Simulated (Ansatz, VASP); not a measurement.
## Cross-check of SiPb between VASP and Ansatz

Wanted: the spread between two codes on one cell, functional and k mesh. The cell is generated by rule, not measured, and may not be a known phase. The cell is taken from a series of VASP runs on this material, whose earlier steps may have relaxed, scaled or displaced it; both programs get it as it stands.

Main program and level: Ansatz 0.2.0; plane waves, with VASP 6.6.1 beside it; band structure at PBEsol, spin-orbit coupling.

The structure was built from a prototype and need not be the compound's stable phase.

## 1. Starting point

It takes space group Pm-3m (No. 221, cubic). The conventional cell has a = 3.989 Å, b = 3.989 Å, c = 3.989 Å, α = 90.00°, β = 90.00°, γ = 90.00°. Nearest to Pb lie 8 Si at 3.45 Å. Si has 8 Pb at 3.45 Å nearest. Farther neighbours are not listed.

## 2. Ansatz: band structure, PBEsol, spin-orbit coupling

Ansatz runs on its fully relativistic PAW (standard-fr) files.

A single point gives forces, pressure and levels at one fixed geometry, so differences don't come from the geometry; what else differs is listed under the comparison.

Input file input.yaml:

```yaml
crystal:
  lattice:
    - [3.98891, 0.0, 0.0]
    - [0.0, 3.98891, 0.0]
    - [0.0, 0.0, 3.98891]
  atoms:
    - { symbol: Pb, position: [0.0, 0.0, 0.0] }
    - { symbol: Si, position: [0.5, 0.5, 0.5] }
hamiltonian:
  xc: pbesol
  pseudopotentials: { kind: paw_fr }
magnetization:
  noncollinear: true
  spin_orbit: true
kpoints:
  mp_grid: { grid: [8, 8, 8] }
  band_path:
    path:
      - [0.0, 0.0, 0.0]
      - [0.0, 0.1, 0.0]
      - [0.0, 0.2, 0.0]
      - [0.0, 0.3, 0.0]
      - [0.0, 0.43333, 0.0]
      - [0.0, 0.5, 0.0]
      - [0.1, 0.5, 0.0]
      - [0.2, 0.5, 0.0]
      - [0.33333, 0.5, 0.0]
      - [0.43333, 0.5, 0.0]
      - [0.5, 0.5, 0.0]
      - [0.36667, 0.36667, 0.0]
      - [0.26667, 0.26667, 0.0]
      - [0.16667, 0.16667, 0.0]
      - [0.06667, 0.06667, 0.0]
      - [0.03333, 0.03333, 0.03333]
      - [0.13333, 0.13333, 0.13333]
      - [0.23333, 0.23333, 0.23333]
      - [0.33333, 0.33333, 0.33333]
      - [0.46667, 0.46667, 0.46667]
      - [0.46667, 0.5, 0.46667]
      - [0.36667, 0.5, 0.36667]
      - [0.23333, 0.5, 0.23333]
      - [0.13333, 0.5, 0.13333]
      - [0.03333, 0.5, 0.03333]
      - [0.5, 0.5, 0.03333]
      - [0.5, 0.5, 0.16667]
      - [0.5, 0.5, 0.26667]
      - [0.5, 0.5, 0.36667]
      - [0.5, 0.5, 0.5]
    npoints: 1
scf:
  occupations: { method: gaussian, width: 0.02 }
  n_extra_bands: 14
output:
  forces: true
  stress: true
  eigenvalues: true
```

The run is started by

```sh
$ ansatz run input.yaml --threads 2 --pin off --max-ram 4608MiB --backend cpu --events-out ev --progress --plain --runs-dir out
```

Numbers of over 12 decimals in the logs are rounded to 6 here.

Log:

```text
scf.n_extra_bands = 14 over 18 filled bands (N_el = 18.0): the run solves 32 bands
Engine: ansatz 0.2.0, aarch64-unknown-linux-gnu
Pseudopotentials: kind: paw_fr
Pseudopotential: Pb, paw_fr, valence charge 14, recommended cutoff 420 eV (normal), Pb.paw.azcp#standard-fr
Pseudopotential: Si, paw_fr, valence charge 4, recommended cutoff 420 eV (normal), Si.paw.azcp#standard-fr
Functional definition: PBEsol
  exchange = pbesol_x
  correlation = pbesol_c
non-collinear run that drives no moment, with spin-orbit: no starting moment large enough to seed its density (crystal.atoms[].spin), no starting occupations that ask for one, no magnetisation constraint and no magnetic field, so the semilocal B_xc is pinned to zero
Crystal: 2 atoms, lattice volume = 63.469 Å³
Basis set: ecut = 420 eV, 1237 PW (Γ), exchange–correlation on 54×54×54 points (8 copies of the dense FFT grid, shifted against one another)
Bands: 32, of which v1, the nominal top of the filled ones, is band 18 counted from 1 (17 counted from 0)
Symmetry: 48 space group operations + 48 with time reversal
Magnetic group: BNS 221.93 (UNI 1595), of the structure as read, at distance tolerance 4.0e-5 Å
k-points: 35 of 512
Projection manifold: j_resolved (fully-relativistic pseudo-atomic orbitals)
Non-local potential: Pb, projectors of the file, l = 0: 2, l = 1: 4, l = 2: 4, l = 3: 4
Non-local potential: Si, projectors of the file, l = 0: 2, l = 1: 4, l = 2: 4
PAW form: soft (Blöchl's): semilocal exchange-correlation on the pseudo side does not see the compensation charge
PAW frozen core: Pb, regenerated for the run's functional, and the local potential with it (the file was generated under x = pbe(κ = 0.804, μ = 0.219515), c = pbe(β = 0.066725))
PAW frozen core: Si, regenerated for the run's functional, and the local potential with it (the file was generated under x = pbe(κ = 0.804, μ = 0.219515), c = pbe(β = 0.066725))
PAW one-centre angular grid: Pb, 590 points (default); XC on 96 Gauss nodes
PAW one-centre angular grid: Si, 110 points (default); XC on 64 Gauss nodes
Initial density: superposition of atomic densities (chi_scale 0.1, normalization cell, long waves kept (reshape's long-wave potential 0.00 eV rms))
Initial wavefunctions: pseudopotential atomic-orbital guess
Functional: x = pbesol(κ = 0.804, μ = 0.123457), c = pbesol(β = 0.046)
SCF iter   1: F=—  HF=-12412.530345 eV  |F-HF|=—  |Δ(HF+E_count)|=         —  Δρ=1.29e-2  dr2=3.03e-1  dr2_m=0.00e0 (ungated)  ethr=3.10e-3  |M|=0.00e0 ∫|m|=0.00e0 μB  |m|>n=0.0e0 m-floor=0.0e0 τ_xc=0.0e0  β_m=0.30  ⟨swp⟩=8.6  Hψ=3424  notcnv=0  defer=68
preconditioner: auto → none  [insulator: Δε(μ)=0.038 eV  Ē_g=15.680 eV  σ=0.020 eV  W_gap=0.64  n_scr=6 (ndim 8)  ℏωp=19.8 eV  f_vac=0.000  D(μ)=0.79/eV (n_scr^D=0)  ε∞_Penn≈2.6]
SCF iter   2: F=—  HF=-12412.437064 eV  |F-HF|=—  |Δ(HF+E_count)|=   9.33e-2  Δρ=5.65e-3  dr2=3.51e-2  dr2_m=0.00e0 (ungated)  ethr=1.68e-3  |M|=0.00e0 ∫|m|=0.00e0 μB  |m|>n=0.0e0 m-floor=0.0e0 τ_xc=0.0e0  β_m=0.36  ⟨swp⟩=2.8  Hψ=860  notcnv=0  defer=250
SCF iter   3: F=—  HF=-12412.428394 eV  |F-HF|=—  |Δ(HF+E_count)|=   8.67e-3  Δρ=2.85e-3  dr2=5.63e-3  dr2_m=0.00e0 (ungated)  ethr=1.95e-4  |M|=0.00e0 ∫|m|=0.00e0 μB  |m|>n=0.0e0 m-floor=0.0e0 τ_xc=0.0e0  β_m=0.52  ⟨swp⟩=3.6  Hψ=908  notcnv=0  defer=258
SCF iter   4: F=—  HF=-12412.427190 eV  |F-HF|=—  |Δ(HF+E_count)|=   1.20e-3  Δρ=4.35e-4  dr2=1.91e-4  dr2_m=0.00e0 (ungated)  ethr=3.13e-5  |M|=0.00e0 ∫|m|=0.00e0 μB  |m|>n=0.0e0 m-floor=0.0e0 τ_xc=0.0e0  β_m=0.53  ⟨swp⟩=2.0  Hψ=654  notcnv=0  defer=258
SCF iter   5: F=—  HF=-12412.427168 eV  |F-HF|=—  |Δ(HF+E_count)|=   2.18e-5  Δρ=9.71e-5  dr2=3.71e-6  dr2_m=0.00e0 (ungated)  ethr=1.06e-6  |M|=0.00e0 ∫|m|=0.00e0 μB  |m|>n=0.0e0 m-floor=0.0e0 τ_xc=0.0e0  β_m=0.71  ⟨swp⟩=2.6  Hψ=758  notcnv=0  defer=258
SCF iter   6: F=—  HF=-12412.427171 eV  |F-HF|=—  |Δ(HF+E_count)|=   2.98e-6  Δρ=1.82e-5  dr2=9.26e-8  dr2_m=0.00e0 (ungated)  ethr=5.56e-10  |M|=0.00e0 ∫|m|=0.00e0 μB  |m|>n=0.0e0 m-floor=0.0e0 τ_xc=0.0e0  β_m=0.68  ⟨swp⟩=11.4  Hψ=3772  notcnv=0
SCF iter   7: F=-12412.427171 eV  HF=-12412.427171 eV  |F-HF|=1.39e-8  |Δ(HF+E_count)|=   3.25e-8  Δρ=5.96e-6  dr2=1.54e-8  dr2_m=0.00e0 (ungated)  ethr=5.15e-10  |M|=0.00e0 ∫|m|=0.00e0 μB  |m|>n=0.0e0 m-floor=0.0e0 τ_xc=0.0e0  ⟨swp⟩=1.7  Hψ=1499  notcnv=0
SCF 1 converged in 7 iterations: F = -12412.427171 eV  dr2 = 1.54e-8
  greatest PAW one-centre occupation: 0.978 electrons in one spin orbital (limit 2), on the Pb atom at site 0 (counted from 0), in its partial waves of l = 2
NSCF: frozen V_eff on 30 k-points
SCF converged after 7 iterations
Magnetization: |M| = 0.0000 μB,  M = (+0.0000, +0.0000, +0.0000) μB
Absolute magnetization: 0.0000 μB (∫|m|)
  site 0: m = (+0.0000, +0.0000, +0.0000) μB, |m| = 0.0000 μB  (R = 1.42 Å)
  site 1: m = (+0.0000, +0.0000, +0.0000) μB, |m| = 0.0000 μB  (R = 1.42 Å)
Free energy (F): -12412.427171 eV
Harris-Foulkes:  -12412.427171 eV  (|F-HF|=1.39e-8)
Internal energy: -12412.426259 eV  (E = F + TS)
E sigma→0 (E₀):  -12412.426715 eV
Entropy (-TS):   -0.000912 eV (-0.456 meV/atom)
Fermi energy:    6.280115 eV
--- Per-component energies (eV) ---
  E_band       = -86.971444
  E_kinetic    = 320.353402
  E_local      = -1329.191188  (includes V_loc(G=0)·N_el)
  E_nonlocal   = 378.243477
  E_hartree    = 527.330740
  E_xc         = -269.606220
  E_vxc        = -174.124390  (∫ρ·V_xc dr)
  E_paw        = -10791.850737  (= ΣΔE_a)
  E_vpaw       = -336.919235  (= ΣTr[D̂ρ^β])
  E_aug_tail   = 0.000057  (compensation charges beyond the density's cutoff)
  E_ewald      = -1247.811932
  E_core_change = 0.106143  (= ΣΔE_core)
  E_smearing   = -0.000912  (= −TS)
  E_closure    = 0.000000  (closes the sum)
  Σ components = -12412.427171   (vs F -12412.427171, Δ=0.00e0)
--- Forces (eV/Å), atoms counted from 1 ---
  atom   1  Pb     0.00000000     0.00000000    -0.00000000
  atom   2  Si    -0.00000000     0.00000000    -0.00000000
  max |Σ_I F_I| component: 2.78e-29 eV/Å
--- Stress (GPa, compression-positive) ---
       -9.228851      -0.000000       0.000000
        0.000000      -9.228851       0.000000
        0.000000       0.000000      -9.228851
  P = ⅓ Tr σ = -9.2289 GPa (-92.289 kbar)
--- Band table (eV; the first three rows and the last of 35) ---
  k-point 0: bands = [... 14 lower, 5.5054, 5.5054, 6.2670, 6.2670, 6.2670, 6.2670, 10.5173, 10.5173, ... 10 higher]
  k-point 1: bands = [... 14 lower, 5.5446, 5.5446, 6.2160, 6.2160, 6.4084, 6.4084, 10.5356, 10.5356, ... 10 higher]
  k-point 2: bands = [... 14 lower, 5.7085, 5.7085, 6.4692, 6.4692, 6.8177, 6.8177, 9.4507, 9.4507, ... 10 higher]
  k-point 34: bands = [... 14 lower, 4.6146, 4.6146, 5.3913, 5.3913, 5.3913, 5.3913, 5.4135, 5.4135, ... 10 higher]
```

It took 12 s on 2 threads of Arm Neoverse V1, shared host; peak memory 0.52 GiB.

In the SCF lines HF is the Harris–Foulkes energy and dr2 the Hartree energy of the density residual, in eV; the loop may stop once dr2 is under the threshold and the program's other checks hold. Hψ counts applications of the Hamiltonian.

## 3. VASP: band structure, PBEsol, spin-orbit coupling

The same cell, functional, mesh and smearing now go to VASP, with its own data sets and cutoff.

Lines of VASP's logs that name or quote its potential files are left out, and so is its time.

Input file INCAR:

```
SYSTEM = SiPb
PREC = Accurate
ENCUT = 400
EDIFF = 1E-06
NELM = 100
ISMEAR = 0
SIGMA = 0.02
LREAL = .FALSE.
ALGO = Normal
GGA = PS
LNONCOLLINEAR = .TRUE.
MAGMOM = 0 0 0 0 0 0
NBANDS = 30
GGA_COMPAT = .FALSE.
LASPH = .TRUE.
LSORBIT = .TRUE.
LORBIT = 11
LWAVE = .FALSE.
LCHARG = .FALSE.
KPAR = 4
ISIF = 2
```

Input file POSCAR:

```
SiPb
1.0
    3.9889100000      0.0000000000      0.0000000000
    0.0000000000      3.9889100000      0.0000000000
    0.0000000000      0.0000000000      3.9889100000
Pb Si
1 1
Direct
    0.0000000000      0.0000000000      0.0000000000
    0.5000000000      0.5000000000      0.5000000000
```

Input file KPOINTS:

```
Automatic mesh
0
Gamma
8 8 8
0 0 0
```

Input file KPOINTS_OPT:

```
Line mode
16
Line-mode
Reciprocal
  0.00000000   0.00000000   0.00000000 GAMMA
  0.00000000   0.50000000   0.00000000 X

  0.00000000   0.50000000   0.00000000 X
  0.50000000   0.50000000   0.00000000 M

  0.50000000   0.50000000   0.00000000 M
  0.00000000   0.00000000   0.00000000 GAMMA

  0.00000000   0.00000000   0.00000000 GAMMA
  0.50000000   0.50000000   0.50000000 R

  0.50000000   0.50000000   0.50000000 R
  0.00000000   0.50000000   0.00000000 X

  0.50000000   0.50000000   0.00000000 M
  0.50000000   0.50000000   0.50000000 R
```

The projector-augmented-wave data sets are Pb_d and Si (PBE family, release 64).

The run is started by

```sh
$ mpirun -np 4 vasp_ncl
```

Log:

```text
[banner, memory and clock lines left out]
running    4 mpi-ranks, on    1 nodes
 distrk:  each k-point on    1 cores,    4 groups
 distr:  one band on    1 cores,    1 groups

 POSCAR found type information on POSCAR PbSi
 POSCAR found :  2 types and       2 ions
|                                                                             |
|               ----> ADVICE to this user running VASP <----                  |
|                                                                             |
|     You enforced a specific xc type in the INCAR file but a different       |
|     [... a line on the potential file left out ...]
|     I HOPE YOU KNOW WHAT YOU ARE DOING!                                     |
|                                                                             |

 LDA part: xc-table for (Slater+PW92), standard interpolation
 POSCAR, INCAR and KPOINTS ok, starting setup
 FFT: planning ... GRIDC
 FFT: planning ... GRID_SOFT
 FFT: planning ... GRID
 WAVECAR not read
 entering main loop
       N       E                     dE             d eps       ncg     rms          rms(c)
DAV:   1     0.151466852723E+03    0.15147E+03   -0.67879E+03  2108   0.968E+02
DAV:   2     0.366542313936E+01   -0.14780E+03   -0.14143E+03  2186   0.303E+02
DAV:   3    -0.810706044010E+01   -0.11772E+02   -0.11583E+02  2686   0.104E+02
DAV:   4    -0.850719007234E+01   -0.40013E+00   -0.39911E+00  2598   0.220E+01
DAV:   5    -0.852871466150E+01   -0.21525E-01   -0.21520E-01  3046   0.460E+00    0.959E-01
DAV:   6    -0.851263248217E+01    0.16082E-01   -0.23344E-02  2796   0.196E+00    0.522E-01
DAV:   7    -0.850760236654E+01    0.50301E-02   -0.12767E-02  2698   0.112E+00    0.225E-01
DAV:   8    -0.850747449696E+01    0.12787E-03   -0.60365E-04  2784   0.256E-01    0.107E-01
DAV:   9    -0.850745060977E+01    0.23887E-04   -0.15354E-04  2730   0.200E-01    0.462E-02
DAV:  10    -0.850745604392E+01   -0.54341E-05   -0.15384E-05  2412   0.455E-02    0.139E-02
DAV:  11    -0.850745716948E+01   -0.11256E-05   -0.40474E-06  2496   0.282E-02    0.369E-03
DAV:  12    -0.850745679162E+01    0.37786E-06   -0.59082E-07  1500   0.132E-02
   1 F= -.85074568E+01 E0= -.85071080E+01  d E =-.697484E-03  mag=     0.0000     0.0000    -0.0000
 Start KPOINTS_OPT (optional k-point list driver)
k-point batch [1-35\96]
       N       E                     dE             ncg
DAV:   1     0.147184198901E+04   -0.89757E+04     2100
DAV:   2    -0.375342192700E+04   -0.52253E+04     2160
DAV:   3    -0.418869409553E+04   -0.43527E+03     2646
DAV:   4    -0.420480832875E+04   -0.16114E+02     2494
DAV:   5    -0.420564669757E+04   -0.83837E+00     3134
DAV:   6    -0.420565486089E+04   -0.81633E-02     2606
DAV:   7    -0.420565508356E+04   -0.22267E-03     3134
DAV:   8    -0.420565508589E+04   -0.23275E-05     2146
DAV:   9    -0.420565508607E+04   -0.18057E-06     1568
[...]
k-point batch [71-96\96]
       N       E                     dE             ncg
DAV:   1     0.620853744472E+04   -0.12042E+05     1560
DAV:   2     0.238842807156E+04   -0.38201E+04     1638
DAV:   3     0.207691162835E+04   -0.31152E+03     1960
DAV:   4     0.206613627495E+04   -0.10775E+02     1906
DAV:   5     0.206558348431E+04   -0.55279E+00     2330
DAV:   6     0.206557563703E+04   -0.78473E-02     2012
DAV:   7     0.206557548112E+04   -0.15591E-03     2348
DAV:   8     0.206557547928E+04   -0.18429E-05     1610
DAV:   9     0.206557547915E+04   -0.13248E-06     1220
```

Parts of OUTCAR (step 3):

```text
ion  position               nearest neighbor table
   1  0.000  0.000  0.000-   2 3.45   2 3.45   2 3.45   2 3.45   2 3.45   2 3.45   2 3.45   2 3.45

  LATTYP: Found a simple cubic cell.
 ALAT       =     3.9889100000

 Subroutine GETGRP returns: Found 48 space group operations
 (whereof 48 operations were pure point group operations)

The static configuration has the point symmetry O_h .

 Found     35 irreducible k-points:

   k-points           NKPTS =     35   k-points in BZ     NKDIM =     35   number of bands    NBANDS=     30

   dimension x,y,z NGX =    28 NGY =   28 NGZ =   28
   dimension x,y,z NGXF=    56 NGYF=   56 NGZF=   56

   ENCUT  =  400.0 eV  29.40 Ry    5.42 a.u.   6.50  6.50  6.50*2*pi/ulx,y,z

   NELECT =      18.0000    total number of electrons

 k-points in reciprocal lattice and weights: Automatic mesh
   0.00000000  0.00000000  0.00000000       0.002
   0.12500000  0.00000000  0.00000000       0.012
   0.25000000  0.00000000  0.00000000       0.012
   0.37500000  0.00000000  0.00000000       0.012
   0.50000000  0.00000000  0.00000000       0.006
   0.12500000  0.12500000  0.00000000       0.023
   0.25000000  0.12500000  0.00000000       0.047
   0.37500000  0.12500000  0.00000000       0.047
   0.50000000  0.12500000  0.00000000       0.023
[...]
0.50000000  0.50000000  0.37500000       0.012
   0.50000000  0.50000000  0.50000000       0.002

 average (electrostatic) potential at core
       1 -92.4796       2 -85.4999

 E-fermi :   4.4133

 k-point     1 :       0.0000    0.0000    0.0000
  band No.  band energies     occupation
    ...
     16       3.6959      1.00000
     17       4.3858      0.97398
     18       4.3858      0.97398
     19       4.3858      0.97398
     20       4.3858      0.97398
     21       8.6306      0.00000
     22       8.6306      0.00000
     23       8.6306      0.00000
     24       8.6306      0.00000
     25       9.2508      0.00000
    ...

 k-point     2 :       0.1250    0.0000    0.0000
  band No.  band energies     occupation
    ...
     14      -0.3983      1.00000
     15       3.7278      1.00000
     16       3.7278      1.00000
     17       4.3377      1.00000
     18       4.3377      1.00000
     19       4.5278      0.00000
     20       4.5278      0.00000
     21       8.7428      0.00000
     22       8.7428      0.00000
     23       8.7660      0.00000
    ...

 k-point     3 :       0.2500    0.0000    0.0000
  band No.  band energies     occupation
    ...
     12      -5.2476      1.00000
     13      -1.2523      1.00000
     14      -1.2523      1.00000
     15       3.8703      1.00000
     16       3.8703      1.00000
     17       4.6087      0.00000
     18       4.6087      0.00000
     19       4.9391      0.00000
     20       4.9391      0.00000
     21       7.6451      0.00000
    ...

  Total       -3.6638090     -3.6638090     -3.6638090      0.0000000      0.0000000     -0.0000000
  in kB      -92.4870007    -92.4870007    -92.4870007      0.0000000      0.0000000     -0.0000000
  external PRESSURE =     -92.4870007 kB  Pullay stress =       0.0000000 kB

  energy-cutoff  :      400.00
  volume of cell :       63.47
      direct lattice vectors                 reciprocal lattice vectors
     3.988910000  0.000000000  0.000000000     0.250695052  0.000000000  0.000000000
     0.000000000  3.988910000  0.000000000     0.000000000  0.250695052  0.000000000
     0.000000000  0.000000000  3.988910000     0.000000000  0.000000000  0.250695052

 POSITION                                       TOTAL-FORCE (eV/Angst)
 -----------------------------------------------------------------------------------
      0.00000      0.00000      0.00000         0.000000      0.000000      0.000000
      1.99446      1.99446      1.99446         0.000000      0.000000      0.000000
 -----------------------------------------------------------------------------------
    total drift:                               -0.000000     -0.000000     -0.000000

  FREE ENERGIE OF THE ION-ELECTRON SYSTEM (eV)
  ---------------------------------------------------
  free  energy   TOTEN  =        -8.5074567916 eV

  energy  without entropy=       -8.5067593076  energy(sigma->0) =       -8.50710805

 Spin-Orbit-Coupling matrix elements
 Ion:    1  E_soc:     -1.0390994
 Ion:    2  E_soc:     -0.0016369

 total charge
# of ion       s       p       d       tot
------------------------------------------
    1        1.397   0.639   9.810  11.846
    2        0.925   0.548   0.000   1.473
--------------------------------------------------
tot          2.322   1.187   9.810  13.319

 magnetization (x)
# of ion       s       p       d       tot
------------------------------------------
    1        0.000   0.000  -0.000   0.000
    2        0.000  -0.000   0.000   0.000
--------------------------------------------------
tot          0.000  -0.000  -0.000   0.000

 magnetization (y)
# of ion       s       p       d       tot
------------------------------------------
    1       -0.000   0.000   0.000  -0.000
    2       -0.000   0.000   0.000  -0.000
--------------------------------------------------
tot         -0.000   0.000   0.000  -0.000

 magnetization (z)
# of ion       s       p       d       tot
------------------------------------------
    1        0.000   0.000  -0.000  -0.000
    2       -0.000   0.000   0.000  -0.000
--------------------------------------------------
tot         -0.000   0.000  -0.000  -0.000

[... 3 further parts left out ...]
```

The run ends at a pressure of -9.25 GPa.

## 4. Comparison

Known differences besides the potentials themselves: spin-orbit coupling enters by fully relativistic files in Ansatz and inside the spheres in VASP; the cutoff is 420 eV in Ansatz and 400 eV in VASP; Ansatz makes its cores anew for this functional, VASP keeps those of its PBE data sets. Total energies have different zeros and are not compared.

Both answers:

| quantity | Ansatz | VASP | difference |
| --- | --- | --- | --- |
| pressure (GPa) | -9.23 | -9.25 | +0.02 |

Levels from 3 eV below to 2 eV above the Fermi level differ by 26 meV r.m.s. and 79 meV at most; each VASP level is matched to the nearest of Ansatz, which flatters the figure a little. Ansatz's pressure holds a Pulay correction of 0.02 GPa; VASP's holds none.

## 5. Outcome

| Property | Result |
| --- | --- |
| r.m.s. difference of levels near the Fermi level (band structure, PBEsol, spin-orbit coupling) | 26 meV |

What this shows: The r.m.s. difference of levels near the Fermi level is 26 meV (band structure, PBEsol, spin-orbit coupling), within the 80 meV picked in this series as the mark of a large difference. 1 further run of this series is not shown here. How closely two codes agree says nothing of how well the functional describes the real material.

[Lines on the potential files, build, host, timing and source positions are cut from VASP's logs without a mark.]

[Logs are printed without paths, hosts, clocks, repeated set-up lines and the standing remarks that a program may print on its own settings, such as how far it seeks lower states.]

[Hosts, paths, dates, database ids (printed as entryN), source tags and the programs' standing remarks are cut or masked in the printed files.]
